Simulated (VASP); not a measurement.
# HgTe: how numerical settings change the zone-centre modes, part 2 of 2

Aim: test the modes of HgTe against the numerical settings. The starting structure is a measured crystal structure from the Crystallography Open Database.

VASP 6.6.1.

Results so far: reference T2 116.7 cm⁻¹; a 5×5×5 mesh T2 116.0 cm⁻¹; a cutoff of 230 eV T2 116.1 cm⁻¹.

## (5) Modes with a 12×12×12 mesh

Level of this step: LDA; plane waves and PAW (Hg, Te) (VASP).

Against step 2 the input has a 12×12×12 mesh.

Contents of INCAR:

```
SYSTEM = HgTe
PREC = Accurate
ENCUT = 450
EDIFF = 1E-08
NELM = 100
ISMEAR = 0
SIGMA = 0.05
LREAL = .FALSE.
ALGO = Normal
GGA = CA
NBANDS = 15
LORBIT = 11
LWAVE = .FALSE.
LCHARG = .FALSE.
KPAR = 4
IBRION = 8
ISIF = 2
```

Contents of POSCAR:

```
HgTe
1.0
    0.0000000000      3.2243247313      3.2243247313
    3.2243247313      0.0000000000      3.2243247313
    3.2243247313      3.2243247313      0.0000000000
Hg Te
1 1
Direct
    0.0000000000      0.0000000000      0.0000000000
    0.7500000000      0.7500000000      0.7500000000
```

Contents of KPOINTS:

```
Automatic mesh
0
Gamma
12 12 12
0 0 0
```

PAW data sets: Hg and Te (LDA family, release 64).

Launch:

```console
$ mpirun -np 4 vasp_std
```

The program printed:

```text
[... set-up lines as in an earlier step ...]
 entering main loop
       N       E                     dE             d eps       ncg     rms          rms(c)
DAV:   1     0.980711108678E+02    0.98071E+02   -0.74165E+03  2168   0.923E+02
DAV:   2    -0.173216845659E+01   -0.99803E+02   -0.94385E+02  2475   0.231E+02
DAV:   3    -0.523435187703E+01   -0.35022E+01   -0.34933E+01  2615   0.447E+01
DAV:   4    -0.526859136860E+01   -0.34239E-01   -0.34235E-01  3243   0.404E+00
[...]
DAV:  13    -0.503904871411E+01   -0.22542E-07   -0.22165E-07  2741   0.297E-03    0.887E-03
DAV:  14    -0.503904867977E+01    0.34341E-07   -0.81989E-08  2573   0.354E-03    0.197E-03
DAV:  15    -0.503904867772E+01    0.20505E-08   -0.22068E-08  2377   0.789E-04
   1 F= -.50390487E+01 E0= -.50390243E+01  d E =-.487005E-04
 Linear response reoptimize wavefunctions to high precision
DAV:   1    -0.503904867779E+01   -0.67985E-10   -0.49489E-10  1598   0.153E-04
 Linear response DOF=           2
 Linear response progress:
  Degree of freedom:   1/  2
[...]
RMM:   4    -0.377035697361E+00    0.34144E-03   -0.47931E-05 13521   0.388E-02    0.159E-02
[...]
RMM:   9    -0.377042304936E+00   -0.15932E-06   -0.11644E-09 14735   0.436E-05    0.836E-06
RMM:  10    -0.377042291857E+00    0.13079E-07    0.32843E-10 15389   0.106E-05    0.276E-06
RMM:  11    -0.377042289919E+00    0.19379E-08   -0.11789E-10 12932   0.539E-06    0.481E-07
 first order change of Fermi-energy  -0.76519E-04
 force on displaced ion       1 direction 1 :  -3.914   0.000   0.000
 Linear response progress:
  Degree of freedom:   2/  2
       N       E                     dE             d eps       ncg     rms          rms(c)
RMM:   1    -0.481418192423E-01   -0.48142E-01    0.57710E-02 20729   0.106E+00
RMM:   2    -0.485823422297E-01   -0.44052E-03   -0.17471E-03 13091   0.281E-01    0.127E-01
RMM:   3    -0.485828636436E-01   -0.52141E-06   -0.10177E-04 13614   0.598E-02    0.776E-02
RMM:   4    -0.486258000280E-01   -0.42936E-04   -0.29807E-05 13691   0.313E-02    0.880E-03
RMM:   5    -0.486292931153E-01   -0.34931E-05   -0.12316E-06 14022   0.614E-03    0.452E-03
RMM:   6    -0.486292985407E-01   -0.54254E-08   -0.24328E-08 14054   0.162E-03    0.184E-03
 first order change of Fermi-energy   0.26360E-03
 force on displaced ion       2 direction 1 :  -3.913  -0.000  -0.000
 Linear response finished
```

It took 3.3 min on 4 MPI ranks of AMD EPYC 7R43, shared host; peak memory 2.1 GiB.

OUTCAR, selected parts (step 5):

```text
  Total       -0.0032067     -0.0032067     -0.0032067      0.0000000      0.0000000      0.0000000
  in kB       -0.0766351     -0.0766351     -0.0766351      0.0000000      0.0000000      0.0000000
  external PRESSURE =      -0.0766351 kB  Pullay stress =       0.0000000 kB

[... 2 parts as in an earlier step ...]

[... 1 further part left out ...]
```

With a 12×12×12 mesh the mode is T2 116.8 cm⁻¹, +0.1 cm⁻¹ from the reference.

## (6) Modes with a smearing width of 0.02 eV

Against step 2 the input has SIGMA = 0.02.

INCAR, as its differences from that of step 5:

```diff
@@ -6,3 +6,3 @@
 ISMEAR = 0
-SIGMA = 0.05
+SIGMA = 0.02
 LREAL = .FALSE.
```

POSCAR is that of step 5.

Contents of KPOINTS:

```
Automatic mesh
0
Gamma
10 10 10
0 0 0
```

Launch:

```console
$ mpirun -np 4 vasp_std
```

The program printed:

```text
[... set-up lines as in an earlier step ...]
 entering main loop
       N       E                     dE             d eps       ncg     rms          rms(c)
DAV:   1     0.967754633067E+02    0.96775E+02   -0.73543E+03  1410   0.920E+02
DAV:   2    -0.181503302943E+01   -0.98590E+02   -0.93171E+02  1627   0.228E+02
DAV:   3    -0.523507283210E+01   -0.34200E+01   -0.34115E+01  1718   0.442E+01
DAV:   4    -0.526815802476E+01   -0.33085E-01   -0.33083E-01  2135   0.397E+00
[...]
DAV:  13    -0.503844028561E+01   -0.22203E-07   -0.22253E-07  1760   0.297E-03    0.892E-03
DAV:  14    -0.503844024995E+01    0.35653E-07   -0.85433E-08  1655   0.361E-03    0.184E-03
DAV:  15    -0.503844024810E+01    0.18485E-08   -0.21990E-08  1522   0.796E-04
   1 F= -.50384402E+01 E0= -.50384248E+01  d E =-.308525E-04
 Linear response reoptimize wavefunctions to high precision
DAV:   1    -0.503844024816E+01   -0.54115E-10   -0.47926E-10  1125   0.150E-04
 Linear response DOF=           2
 Linear response progress:
  Degree of freedom:   1/  2
[...]
RMM:  11    -0.377043238798E+00   -0.72664E-08   -0.61008E-08  7996   0.119E-04    0.519E-07
 first order change of Fermi-energy  -0.94163E-04
 force on displaced ion       1 direction 1 :  -3.896  -0.000  -0.000
 Linear response progress:
  Degree of freedom:   2/  2
       N       E                     dE             d eps       ncg     rms          rms(c)
RMM:   1    -0.481111960420E-01   -0.48111E-01    0.58030E-02 12619   0.106E+00
RMM:   2    -0.485836360587E-01   -0.47244E-03   -0.17288E-03  8004   0.280E-01    0.128E-01
RMM:   3    -0.485858400955E-01   -0.22040E-05   -0.10295E-04  8306   0.596E-02    0.778E-02
RMM:   4    -0.486272209604E-01   -0.41381E-04   -0.29237E-05  8356   0.310E-02    0.892E-03
RMM:   5    -0.486306185002E-01   -0.33975E-05   -0.11824E-06  8523   0.605E-03    0.447E-03
RMM:   6    -0.486306797989E-01   -0.61299E-07    0.32212E-08  8598   0.165E-03    0.181E-03
RMM:   7    -0.486290303001E-01    0.16495E-05    0.94521E-08  8560   0.573E-04    0.767E-04
RMM:   8    -0.486290690290E-01   -0.38729E-07    0.24859E-08  8686   0.212E-04    0.185E-04
RMM:   9    -0.486290783062E-01   -0.92772E-08    0.33219E-09  8555   0.705E-05    0.128E-05
 first order change of Fermi-energy   0.32773E-03
 force on displaced ion       2 direction 1 :  -3.891   0.000   0.000
 Linear response finished
```

Wall time 2.3 min (4 MPI ranks); peak memory 1.6 GiB; 8.9 min of CPU time.

OUTCAR, selected parts (step 6):

```text
  Total       -0.0018482     -0.0018482     -0.0018482      0.0000000     -0.0000000     -0.0000000
  in kB       -0.0441678     -0.0441678     -0.0441678      0.0000000     -0.0000000     -0.0000000
  external PRESSURE =      -0.0441678 kB  Pullay stress =       0.0000000 kB

[... 3 parts as in an earlier step ...]
```

With a smearing width of 0.02 eV the mode is T2 116.5 cm⁻¹, -0.2 cm⁻¹ from the reference.

## (7) Modes with finite displacements

Against step 2 the input has IBRION = 6, NFREE = 2 and POTIM = 0.015 (also changed: NSW).

INCAR, as its differences from that of step 6:

```diff
@@ -6,3 +6,3 @@
 ISMEAR = 0
-SIGMA = 0.02
+SIGMA = 0.05
 LREAL = .FALSE.
@@ -15,3 +15,6 @@
 KPAR = 4
-IBRION = 8
+IBRION = 6
+NFREE = 2
+POTIM = 0.015
+NSW = 1
 ISIF = 2
```

POSCAR is that of step 6.

KPOINTS is that of step 6.

Launch:

```console
$ mpirun -np 4 vasp_std
```

The program printed:

```text
[... set-up lines as in an earlier step ...]
 entering main loop
       N       E                     dE             d eps       ncg     rms          rms(c)
[... 15 cycles as in an earlier step ...]
   1 F= -.50384865E+01 E0= -.50384478E+01  d E =-.774149E-04
[...]
2 F= -.50380469E+01 E0= -.50380087E+01  d E =-.763156E-04
[...]
3 F= -.50380469E+01 E0= -.50380087E+01  d E =-.763141E-04
[...]
4 F= -.50380471E+01 E0= -.50380089E+01  d E =-.763127E-04
[...]
5 F= -.50380471E+01 E0= -.50380089E+01  d E =-.763152E-04
 Finite differences progress:
  Degree of freedom:   2/  2
  Displacement:        2/  2
  Total:               4/  4
```

Elapsed: 2.1 min, on 4 MPI ranks; peak memory 1.2 GiB.

From OUTCAR (step 7):

```text
  Total       -0.0012950      0.0004062      0.0004062      0.0000000     -0.0838934      0.0000000
  in kB       -0.0309492      0.0097071      0.0097071      0.0000000     -2.0048977      0.0000000
  external PRESSURE =      -0.0038450 kB  Pullay stress =       0.0000000 kB

 POSITION                                       TOTAL-FORCE (eV/Angst)
 -----------------------------------------------------------------------------------
      0.00000      0.00000      0.00000        -0.058631      0.000000      0.000000
      4.82149      4.83649      4.83649         0.058631     -0.000000     -0.000000
 -----------------------------------------------------------------------------------
    total drift:                               -0.000061     -0.000000     -0.000000

  FREE ENERGIE OF THE ION-ELECTRON SYSTEM (eV)
  ---------------------------------------------------
  free  energy   TOTEN  =        -5.0380470659 eV

  energy  without entropy=       -5.0379707507  energy(sigma->0) =       -5.03800891

[... 2 parts as in an earlier step ...]

[... 1 further part left out ...]
[key lines of the parts left out:]
E-fermi :   2.9945
```

The last energy, forces and stress in OUTCAR belong to the last displaced cell, not to that of POSCAR.

With finite displacements the mode is T2 116.7 cm⁻¹, as with the reference.

## (8) Comparison

```
                        run     T2                method  core minutes
                  reference  116.7   perturbation theory          9.47
               a 5×5×5 mesh  116.0   perturbation theory           2.4
         a cutoff of 230 eV  116.1   perturbation theory          4.27
            a 12×12×12 mesh  116.8   perturbation theory          13.2
a smearing width of 0.02 eV  116.5   perturbation theory          9.07
       finite displacements  116.7  finite displacements          8.21
```

Modes are in cm⁻¹, degenerate ones as one, matched between runs by symmetry and order. A number in brackets counts the listed modes of one symmetry from the lowest. The symmetry labels come from an automatic analysis and can be wrong where levels nearly coincide. Core minutes are wall time times ranks of the run shown, on a shared host.

## (9) Outcome

```json
{
  "T2, reference": "116.7 cm⁻¹",
  "T2, a 5×5×5 mesh": "116.0 cm⁻¹",
  "T2, a cutoff of 230 eV": "116.1 cm⁻¹",
  "T2, a 12×12×12 mesh": "116.8 cm⁻¹",
  "T2, a smearing width of 0.02 eV": "116.5 cm⁻¹",
  "T2, finite displacements": "116.7 cm⁻¹"
}
```

What this shows: The largest change comes with a 5×5×5 mesh: -0.7 cm⁻¹ in T2. On finer settings the modes change by up to +0.1 cm⁻¹ in T2 with a 12×12×12 mesh. These runs have no gap; if the crystal is a semiconductor, they miss the splitting of its polar modes and hang more on mesh and smearing. Other changes move the modes by more: -0.7 cm⁻¹ in T2 with a 5×5×5 mesh and -0.6 cm⁻¹ in T2 with a cutoff of 230 eV. Further runs on this material are not shown.

[Lines on the potential files, build, host, timing and source positions are cut from VASP's logs without a mark.]

[Logs are printed without paths, hosts, clocks, repeated set-up lines and the standing remarks that a program may print on its own settings, such as how far it seeks lower states.]

[Hosts, paths, dates, database ids (printed as entryN), source tags and the programs' standing remarks are cut or masked in the printed files.]
